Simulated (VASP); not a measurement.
# TiSi2 with rev-vdW-DF2: from relaxation to properties, part 3 of 5

Wanted: the relaxed cell of TiSi2 and its properties. The start is a cell from a database of measured crystal structures.

VASP 6.6.1, plane waves and PAW; the level of theory is named at each step.

So far. Step 2 (Relaxing cell and atoms (rev-vdW-DF2)): It ends with a largest force of 0.001 eV/Å and a pressure of 0.03 GPa. The volume lies -0.3 % from that of the database's start, which holds the thermal and zero-point expansion of its experiment. Step 3 (Density, ELF and potential (rev-vdW-DF2)): In this run the pressure is 0.06 GPa, small enough to go on.

**4. Bands along the symmetry lines (rev-vdW-DF2)**

Level of this step: rev-vdW-DF2; plane waves and PAW (Ti_sv, Si) (VASP).

The mesh alone shows little of the dispersion and can miss band extrema, so KPOINTS_OPT adds a path through the symmetry points after the self-consistent cycle.

INCAR

```
SYSTEM = TiSi2
PREC = Accurate
ENCUT = 400
EDIFF = 1E-06
NELM = 100
ISMEAR = 0
SIGMA = 0.05
LREAL = .FALSE.
ALGO = Normal
GGA = MK
AGGAC = 0
LUSE_VDW = .TRUE.
PARAM1 = 0.1234
PARAM2 = 0.711357
ZAB_VDW = -1.8867
LASPH = .TRUE.
NBANDS = 36
LORBIT = 11
LWAVE = .FALSE.
LCHARG = .FALSE.
KPAR = 4
```

POSCAR

```
TiSi2
1.0
    0.0000000000      4.1320296154      4.2596087790
    2.4024027494      0.0000000000      4.2596087790
    2.4024027494      4.1320296154      0.0000000000
Ti Si
2 4
Direct
    0.7500000000      0.7500000000      0.7500000000
    0.5000000000      0.5000000000      0.5000000000
    0.0853890933      0.4146109067      0.0853890933
    0.4146109067      0.0853890933      0.4146109067
    0.1646109067      0.8353890933      0.1646109067
    0.8353890933      0.1646109067      0.8353890933
```

KPOINTS

```
Automatic mesh
0
Gamma
6 6 6
0 0 0
```

KPOINTS_OPT

```
Line mode
16
Line-mode
Reciprocal
  0.00000000   0.00000000   0.00000000 GAMMA
  0.50000000   0.00000000   0.50000000 Y

  0.50000000   0.00000000   0.50000000 Y
  1.00000000   0.50000000   0.50000000 T

  1.00000000   0.50000000   0.50000000 T
  0.50000000   0.50000000   0.00000000 Z

  0.50000000   0.50000000   0.00000000 Z
  0.00000000   0.00000000   0.00000000 GAMMA

  0.00000000   0.00000000   0.00000000 GAMMA
  0.00000000   0.41403226   0.41403226 X

  0.00000000   0.41403226   0.41403226 X
  0.50000000   0.24501355   0.74501355 A1

  0.50000000   0.24501355   0.74501355 A1
  0.50000000   0.00000000   0.50000000 Y

  1.00000000   0.50000000   0.50000000 T
  1.00000000   0.58596774   0.58596774 X1

  0.00000000   0.41403226   0.41403226 X
  0.50000000   0.75498645   0.25498645 A

  0.50000000   0.75498645   0.25498645 A
  0.50000000   0.50000000   0.00000000 Z

  0.50000000   0.50000000   0.50000000 L
  0.00000000   0.00000000   0.00000000 GAMMA
```

Potentials, in the order of the species: Ti_sv and Si (PBE family, release 64).

Started as:

```sh
$ mpirun -np 4 vasp_std
```

Log:

```text
[banner, memory and clock lines left out]
running    4 mpi-ranks, on    1 nodes
 distrk:  each k-point on    1 cores,    4 groups
 distr:  one band on    1 cores,    1 groups

 POSCAR found type information on POSCAR TiSi
 POSCAR found :  2 types and       6 ions
 [... a notice as in an earlier step ...]

 [... a notice as in an earlier step ...]

 LDA part: xc-table for (Slater+PW92), standard interpolation
 POSCAR, INCAR and KPOINTS ok, starting setup
 FFT: planning ... GRIDC
 FFT: planning ... GRID_SOFT
 FFT: planning ... GRID
 WAVECAR not read
 entering main loop
       N       E                     dE             d eps       ncg     rms          rms(c)
DAV:   1     0.355731542188E+03    0.35573E+03   -0.15461E+04  3312   0.989E+02
DAV:   2     0.422583259967E+01   -0.35151E+03   -0.33552E+03  3364   0.318E+02
DAV:   3    -0.320194790223E+02   -0.36245E+02   -0.35438E+02  4968   0.914E+01
DAV:   4    -0.349250474159E+02   -0.29056E+01   -0.28738E+01  4608   0.227E+01
DAV:   5    -0.350506416999E+02   -0.12559E+00   -0.12556E+00  4584   0.421E+00    0.182E+01
DAV:   6    -0.323336063341E+02    0.27170E+01   -0.15735E+01  4332   0.320E+01    0.683E+00
DAV:   7    -0.316814338975E+02    0.65217E+00   -0.32463E+00  3888   0.157E+01    0.534E+00
DAV:   8    -0.316355246001E+02    0.45909E-01   -0.52941E-01  3864   0.616E+00    0.195E+00
DAV:   9    -0.316016915359E+02    0.33833E-01   -0.12482E-01  3828   0.333E+00    0.425E-01
DAV:  10    -0.316021507835E+02   -0.45925E-03   -0.71025E-03  4248   0.456E-01    0.238E-01
DAV:  11    -0.316021854489E+02   -0.34665E-04   -0.25490E-03  4592   0.385E-01    0.175E-01
DAV:  12    -0.316020220059E+02    0.16344E-03   -0.63788E-04  3872   0.228E-01    0.189E-02
DAV:  13    -0.316020212184E+02    0.78751E-06   -0.23479E-05  4092   0.309E-02    0.989E-03
DAV:  14    -0.316020211586E+02    0.59767E-07   -0.12160E-06  3152   0.769E-03
   1 F= -.31602021E+02 E0= -.31600639E+02  d E =-.276352E-02
 Start KPOINTS_OPT (optional k-point list driver)
k-point batch [1-46\176]
       N       E                     dE             ncg
DAV:   1     0.369185875773E+04   -0.32101E+05     3312
DAV:   2    -0.126568771195E+05   -0.16349E+05     3372
DAV:   3    -0.144209295552E+05   -0.17641E+04     5064
DAV:   4    -0.145612724151E+05   -0.14034E+03     4496
DAV:   5    -0.145678362878E+05   -0.65639E+01     4492
DAV:   6    -0.145678827221E+05   -0.46434E-01     4308
DAV:   7    -0.145678838423E+05   -0.11201E-02     4580
DAV:   8    -0.145678838610E+05   -0.18703E-04     4128
DAV:   9    -0.145678838616E+05   -0.61658E-06     2836
[...]
k-point batch [139-176\176]
       N       E                     dE             ncg
DAV:   1     0.113245700513E+05   -0.24884E+05     2736
DAV:   2    -0.216289368370E+04   -0.13487E+05     2796
DAV:   3    -0.359661401618E+04   -0.14337E+04     4004
DAV:   4    -0.371847135941E+04   -0.12186E+03     3752
DAV:   5    -0.372385926552E+04   -0.53879E+01     3632
DAV:   6    -0.372389811079E+04   -0.38845E-01     3592
DAV:   7    -0.372389901926E+04   -0.90846E-03     3588
DAV:   8    -0.372389903868E+04   -0.19424E-04     3396
DAV:   9    -0.372389903945E+04   -0.76675E-06     2192
```

Wall time 2.2 min (4 MPI ranks of Intel Xeon Platinum 8259CL at 2.50GHz (Skylake/Cascade Lake), shared host); peak memory 1.9 GiB.

Parts of OUTCAR (step 4):

```text
 Found     46 irreducible k-points:

   k-points           NKPTS =     46   k-points in BZ     NKDIM =     46   number of bands    NBANDS=     36

   NELECT =      40.0000    total number of electrons

 E-fermi :  10.0870

 k-point     1 :       0.0000    0.0000    0.0000
  band No.  band energies     occupation
    ...
     17       7.8199      2.00000
     18       7.9918      2.00000
     19       8.2724      2.00000
     20       8.6308      2.00000
     21       9.1125      2.00000
     22      12.0398      0.00000
     23      13.0948      0.00000
     24      13.2772      0.00000
     25      13.3834      0.00000
     26      13.5024      0.00000
    ...

 k-point     2 :       0.1667    0.0000    0.0000
  band No.  band energies     occupation
    ...
     17       7.9650      2.00000
     18       8.0824      2.00000
     19       8.7569      2.00000
     20       8.9181      2.00000
     21       9.1750      2.00000
     22      11.7639      0.00000
     23      12.8399      0.00000
     24      12.9254      0.00000
     25      13.0864      0.00000
     26      13.2343      0.00000
    ...

Total vdW correction in eV:      4.6620258

  Total        0.0129882      0.0505517      0.0089451      0.0000000      0.0000000      0.0000000
  in kB        0.2460659      0.9577169      0.1694680      0.0000000      0.0000000      0.0000000
  external PRESSURE =       0.4577503 kB  Pullay stress =       0.0000000 kB

 POSITION                                       TOTAL-FORCE (eV/Angst)
 -----------------------------------------------------------------------------------
      3.60360      6.19804      6.38941        -0.000000     -0.000000      0.000000
      2.40240      4.13203      4.25961         0.000000     -0.000000     -0.000000
      1.20120      0.70566      2.12980         0.000000      0.001083     -0.000000
      1.20120      3.42637      2.12980         0.000000     -0.001083     -0.000000
      2.40240      1.36035      4.25961        -0.000000     -0.001083      0.000000
      2.40240      6.90370      4.25961        -0.000000      0.001083      0.000000
 -----------------------------------------------------------------------------------
    total drift:                               -0.000000     -0.000000      0.000000

  FREE ENERGIE OF THE ION-ELECTRON SYSTEM (eV)
  ---------------------------------------------------
  free  energy   TOTEN  =       -31.6020211586 eV

  energy  without entropy=      -31.5992576388  energy(sigma->0) =      -31.60063940

Total vdW correction in eV:      4.6619844

[... 9 parts as in an earlier step ...]

[... 5 further parts left out ...]
```

This step gave:

- bands: 36
- pressure: 0.04578 GPa

Electronic bands along the path, in eV, zero at the Fermi level; # counts the bands kept, so #1 is VASP's band 9:

| point | #9 | #10 | #11 | #12 | #13 | #14 | #15 | #16 |
| --- | --- | --- | --- | --- | --- | --- | --- | --- |
| Γ | -2.27 | -2.10 | -1.81 | -1.46 | -0.97 | 1.95 | 3.01 | 3.19 |
| 0.47 of the way | -1.91 | -1.64 | -1.51 | -1.44 | -1.20 | 1.58 | 2.87 | 2.98 |
| Y | -2.39 | -2.39 | -0.93 | -0.93 | 1.18 | 1.18 | 3.16 | 3.16 |
| 0.53 of the way | -1.07 | -1.07 | -0.77 | -0.77 | 0.88 | 0.88 | 2.48 | 2.48 |
| T | -1.26 | -1.26 | -0.72 | -0.72 | 0.84 | 0.84 | 2.19 | 2.19 |
| 0.47 of the way | -1.35 | -1.35 | -0.49 | -0.49 | 0.68 | 0.68 | 1.95 | 1.95 |
| Z | -1.64 | -1.64 | -1.04 | -1.04 | 0.75 | 0.75 | 3.11 | 3.11 |
| 0.47 of the way | -1.81 | -1.72 | -1.69 | -1.30 | -1.13 | 1.38 | 3.00 | 3.05 |
| Γ | -2.27 | -2.10 | -1.81 | -1.46 | -0.97 | 1.95 | 3.01 | 3.19 |
| 0.47 of the way | -2.31 | -0.48 | -0.42 | -0.21 | -0.09 | 1.57 | 1.73 | 2.00 |
| X | -1.40 | -0.52 | -0.01 | -0.01 | 0.73 | 0.90 | 1.74 | 2.42 |
| 0.47 of the way | -1.39 | -0.71 | -0.32 | 0.04 | 0.81 | 1.21 | 1.23 | 1.81 |
| A1 | -1.76 | -1.76 | -1.44 | -1.44 | 1.30 | 1.30 | 2.07 | 2.07 |
| 0.47 of the way | -1.55 | -1.55 | -1.27 | -1.27 | 1.28 | 1.28 | 2.64 | 2.64 |
| Y | -2.39 | -2.39 | -0.93 | -0.93 | 1.18 | 1.18 | 3.16 | 3.16 |
| jump to T | -1.26 | -1.26 | -0.72 | -0.72 | 0.84 | 0.84 | 2.19 | 2.19 |
| 0.53 of the way | -1.10 | -0.87 | -0.54 | -0.33 | 0.81 | 0.86 | 1.96 | 2.38 |
| X1 | -1.40 | -0.52 | -0.01 | -0.01 | 0.73 | 0.90 | 1.74 | 2.42 |
| jump to X | -1.40 | -0.52 | -0.01 | -0.01 | 0.73 | 0.90 | 1.74 | 2.42 |
| 0.53 of the way | -1.80 | -0.65 | -0.64 | -0.57 | 1.16 | 1.23 | 2.18 | 2.29 |
| A | -1.76 | -1.76 | -1.44 | -1.44 | 1.30 | 1.30 | 2.07 | 2.07 |
| 0.53 of the way | -1.76 | -1.76 | -1.19 | -1.19 | 1.13 | 1.13 | 1.80 | 1.80 |
| Z | -1.64 | -1.64 | -1.04 | -1.04 | 0.75 | 0.75 | 3.11 | 3.11 |
| jump to L | -1.98 | -1.14 | -0.09 | 0.08 | 0.93 | 1.31 | 1.64 | 2.13 |
| 0.47 of the way | -1.81 | -1.42 | -1.23 | -0.95 | -0.32 | 1.31 | 2.50 | 2.55 |
| Γ | -2.27 | -2.10 | -1.81 | -1.46 | -0.97 | 1.95 | 3.01 | 3.19 |

Of the projections kept (Ti, Si), the largest for each band there; the rest of the weight can lie on other orbitals:

```csv
point,#9,#10,#11,#12,#13,#14,#15,#16
Γ,Ti 0.56,Si 0.83,Ti 0.50,Ti 0.65,Ti 0.88,Ti 1.00,Ti 0.90,Ti 0.61
Y,Si 0.59,Si 0.59,Ti 0.83,Ti 0.83,Ti 0.91,Ti 0.91,Ti 0.85,Ti 0.85
T,Ti 0.61,Ti 0.61,Ti 0.77,Ti 0.77,Ti 0.91,Ti 0.91,Ti 0.76,Ti 0.76
Z,Ti 0.52,Ti 0.52,Ti 0.89,Ti 0.89,Ti 0.79,Ti 0.79,Ti 0.83,Ti 0.83
Γ,Ti 0.56,Si 0.83,Ti 0.50,Ti 0.65,Ti 0.88,Ti 1.00,Ti 0.90,Ti 0.61
X,Ti 0.63,Ti 0.80,Ti 0.88,Ti 0.81,Ti 0.92,Ti 0.94,Ti 0.53,Ti 0.92
```

There is no gap at this level.

Of the bands kept, 4 cross the Fermi level on this path.

**5. Density of states (rev-vdW-DF2)**

Here the states are counted by energy and projected on the atoms. The mesh is finer than in the run before.

Edit INCAR of step 4 so:

```diff
@@ -5,3 +5,3 @@
 NELM = 100
-ISMEAR = 0
+ISMEAR = -5
 SIGMA = 0.05
@@ -21 +21,2 @@
 KPAR = 4
+NEDOS = 2001
```

POSCAR is that of step 4.

KPOINTS

```
Automatic mesh
0
Gamma
9 9 9
0 0 0
```

Started as:

```sh
$ mpirun -np 4 vasp_std
```

Log:

```text
[... set-up lines as in an earlier step ...]
 entering main loop
       N       E                     dE             d eps       ncg     rms          rms(c)
DAV:   1     0.359047103163E+03    0.35905E+03   -0.15359E+04  9000   0.987E+02
DAV:   2     0.467464164994E+01   -0.35437E+03   -0.33850E+03  9156   0.319E+02
DAV:   3    -0.321674845697E+02   -0.36842E+02   -0.36067E+02 13908   0.918E+01
DAV:   4    -0.349106931754E+02   -0.27432E+01   -0.27127E+01 12412   0.221E+01
DAV:   5    -0.350348256141E+02   -0.12413E+00   -0.12410E+00 12692   0.418E+00    0.182E+01
DAV:   6    -0.323258714039E+02    0.27090E+01   -0.15685E+01 11908   0.321E+01    0.688E+00
DAV:   7    -0.316540905772E+02    0.67178E+00   -0.32814E+00 10540   0.158E+01    0.536E+00
DAV:   8    -0.316059649667E+02    0.48126E-01   -0.53833E-01 10356   0.621E+00    0.196E+00
DAV:   9    -0.315726922412E+02    0.33273E-01   -0.12739E-01 10500   0.336E+00    0.430E-01
DAV:  10    -0.315730018632E+02   -0.30962E-03   -0.72562E-03 11444   0.461E-01    0.240E-01
DAV:  11    -0.315729306518E+02    0.71211E-04   -0.26448E-03 12708   0.393E-01    0.179E-01
DAV:  12    -0.315728219878E+02    0.10866E-03   -0.68139E-04 10764   0.236E-01    0.195E-02
DAV:  13    -0.315728160576E+02    0.59302E-05   -0.26031E-05 11092   0.333E-02    0.992E-03
DAV:  14    -0.315728166376E+02   -0.58001E-06   -0.12934E-06  8632   0.783E-03
   1 F= -.31572817E+02 E0= -.31572817E+02  d E =0.000000E+00
 -----------------------------------------------------------------------------
|                                                                             |
|           W    W    AA    RRRRR   N    N  II  N    N   GGGG   !!!           |
|           W    W   A  A   R    R  NN   N  II  NN   N  G    G  !!!           |
|           W    W  A    A  R    R  N N  N  II  N N  N  G       !!!           |
|           W WW W  AAAAAA  RRRRR   N  N N  II  N  N N  G  GGG   !            |
|           WW  WW  A    A  R   R   N   NN  II  N   NN  G    G                |
|           W    W  A    A  R    R  N    N  II  N    N   GGGG   !!!           |
|                                                                             |
|     Tetrahedron method does not include variations of the Fermi             |
|     occupations, so forces and stress will be inaccurate. We suggest        |
|     using a different smearing scheme ISMEAR = 1 or 2 for metals in         |
|     relaxations.                                                            |
|                                                                             |
 -----------------------------------------------------------------------------
```

It took 2 min on 4 MPI ranks; peak memory 2.3 GiB.

From OUTCAR (step 5):

```text
   k-points           NKPTS =    125   k-points in BZ     NKDIM =    125   number of bands    NBANDS=     36

   NELECT =      40.0000    total number of electrons

 E-fermi :   9.9957

 k-point     1 :       0.0000    0.0000    0.0000
  band No.  band energies     occupation
    ...
     17       7.8209      2.00000
     18       7.9920      2.00000
     19       8.2736      2.00000
     20       8.6314      2.00000
     21       9.1145      2.00000
     22      12.0437      0.00000
     23      13.0987      0.00000
     24      13.2828      0.00000
     25      13.3837      0.00000
     26      13.5058      0.00000
    ...

Total vdW correction in eV:      4.6623959

  Total        0.0242272     -0.2801218      0.3545296      0.0000000      0.0000000      0.0000000
  in kB        0.4589914     -5.3069941      6.7166723      0.0000000      0.0000000      0.0000000
  external PRESSURE =       0.6228898 kB  Pullay stress =       0.0000000 kB

 POSITION                                       TOTAL-FORCE (eV/Angst)
 -----------------------------------------------------------------------------------
      3.60360      6.19804      6.38941         0.000000      0.000000      0.000000
      2.40240      4.13203      4.25961        -0.000000      0.000000      0.000000
      1.20120      0.70566      2.12980         0.000000      0.020904      0.000000
      1.20120      3.42637      2.12980         0.000000     -0.020904      0.000000
      2.40240      1.36035      4.25961        -0.000000     -0.020904     -0.000000
      2.40240      6.90370      4.25961        -0.000000      0.020904     -0.000000
 -----------------------------------------------------------------------------------
    total drift:                               -0.000000     -0.000000      0.000000

  FREE ENERGIE OF THE ION-ELECTRON SYSTEM (eV)
  ---------------------------------------------------
  free  energy   TOTEN  =       -31.5728166376 eV

  energy  without entropy=      -31.5728166376  energy(sigma->0) =      -31.57281664

Total vdW correction in eV:      4.6623500

[... 7 parts as in an earlier step ...]

[... 9 further parts left out ...]
```

With tetrahedra the forces and stress of a metal are not exact derivatives of the energy.

Numbers from this step:

```
irreducible k points   : 125
free energy (TOTEN)    : -31.57 eV
Fermi energy           : 9.996 eV
pressure               : 0.06229 GPa
DOS at the Fermi level : 2.351 states/eV/cell
```

The density of states has structure finer than the step of the table below, so its rows give means over 0.5 eV, whole bins alone (the curve runs from -12.0 to 3.74 eV). Peaks (eV: height): total -1.88: 4.53, -1.23: 5.58, 2.79: 8.95, 3.60: 7.12; Ti d -0.93: 2.27, 1.26: 2.57, 2.79: 5.85, 3.60: 3.59; Si p -2.69: 0.751, -2.03: 0.960, -1.52: 0.876, 2.65: 0.607; Si s -10.50: 0.614, -7.87: 0.637, -5.90: 0.569, 3.09: 0.556; Ti p -2.32: 0.140, -2.03: 0.165, -1.52: 0.144, 3.60: 0.0802.

States under -12.0 eV and over 3.7 eV are left out. The density of states by energy, zero at the Fermi level; means over each step; values in states/eV/cell:

| energy (eV) | total | Ti d | Si p | Si s | Ti p | Ti s |
| --- | --- | --- | --- | --- | --- | --- |
| -11.5 | 0.649 | 0.00152 | 0.0129 | 0.230 | 0.00801 | 0.0239 |
| -11.0 | 0.923 | 0.00408 | 0.0264 | 0.325 | 0.0168 | 0.0251 |
| -10.5 | 1.40 | 0.0105 | 0.0500 | 0.494 | 0.0331 | 0.0230 |
| -10.0 | 0.803 | 0.00991 | 0.0368 | 0.276 | 0.0186 | 0.0115 |
| -9.5 | 0.967 | 0.0184 | 0.0554 | 0.321 | 0.0206 | 0.0139 |
| -9.0 | 1.37 | 0.0315 | 0.0914 | 0.436 | 0.0269 | 0.0225 |
| -8.5 | 1.00 | 0.0283 | 0.0674 | 0.326 | 0.0238 | 0.00966 |
| -8.0 | 1.88 | 0.0726 | 0.144 | 0.576 | 0.0340 | 0.0340 |
| -7.5 | 1.37 | 0.0658 | 0.116 | 0.414 | 0.0219 | 0.0199 |
| -7.0 | 1.08 | 0.0547 | 0.100 | 0.315 | 0.0169 | 0.0186 |
| -6.5 | 1.28 | 0.0675 | 0.117 | 0.376 | 0.0215 | 0.0260 |
| -6.0 | 1.74 | 0.0900 | 0.166 | 0.493 | 0.0389 | 0.0354 |
| -5.5 | 0.958 | 0.0642 | 0.121 | 0.214 | 0.0170 | 0.0256 |
| -5.0 | 1.45 | 0.0856 | 0.302 | 0.116 | 0.0343 | 0.0507 |
| -4.5 | 2.32 | 0.185 | 0.492 | 0.169 | 0.0511 | 0.0698 |
| -4.0 | 2.06 | 0.181 | 0.437 | 0.149 | 0.0512 | 0.0733 |
| -3.5 | 2.30 | 0.225 | 0.491 | 0.174 | 0.0686 | 0.0598 |
| -3.0 | 2.49 | 0.329 | 0.526 | 0.134 | 0.0806 | 0.0579 |
| -2.5 | 3.30 | 0.510 | 0.702 | 0.147 | 0.128 | 0.0415 |
| -2.0 | 3.98 | 0.860 | 0.818 | 0.116 | 0.135 | 0.0224 |
| -1.5 | 4.54 | 1.34 | 0.791 | 0.0827 | 0.123 | 0.0184 |
| -1.0 | 5.12 | 2.01 | 0.684 | 0.0658 | 0.0925 | 0.0111 |
| -0.5 | 3.27 | 1.51 | 0.386 | 0.0405 | 0.0285 | 0.00454 |
| 0.0 | 2.27 | 1.16 | 0.234 | 0.0263 | 0.0117 | 0.00239 |
| 0.5 | 1.47 | 0.791 | 0.135 | 0.0208 | 0.0108 | 0.00166 |
| 1.0 | 3.27 | 1.90 | 0.241 | 0.0663 | 0.0306 | 0.00884 |
| 1.5 | 2.71 | 1.67 | 0.162 | 0.0791 | 0.0151 | 0.0200 |
| 2.0 | 2.47 | 1.23 | 0.303 | 0.127 | 0.0188 | 0.0235 |
| 2.5 | 6.17 | 3.68 | 0.501 | 0.313 | 0.0425 | 0.0279 |
| 3.0 | 6.58 | 4.20 | 0.374 | 0.432 | 0.0416 | 0.0418 |

The finer mesh and the other smearing move the Fermi level by -0.09 eV from the 6×6×6 run, one measure of the sampling error in the zero of the bands above. Of the states within 0.3 eV of the Fermi level, the largest shares in the PAW spheres are Ti d 51 % and Si p 10 %. The rest lies in smaller channels or between the spheres.

(Continued in part 4 of 5.)

[Lines on the potential files, build, host, timing and source positions are cut from VASP's logs without a mark.]

[Logs are printed without paths, hosts, clocks, repeated set-up lines and the standing remarks that a program may print on its own settings, such as how far it seeks lower states.]

[Hosts, paths, dates, database ids (printed as entryN), source tags and the programs' standing remarks are cut or masked in the printed files.]

[A measured line is paired with the nearest computed mode of its activity, which favours agreement.]
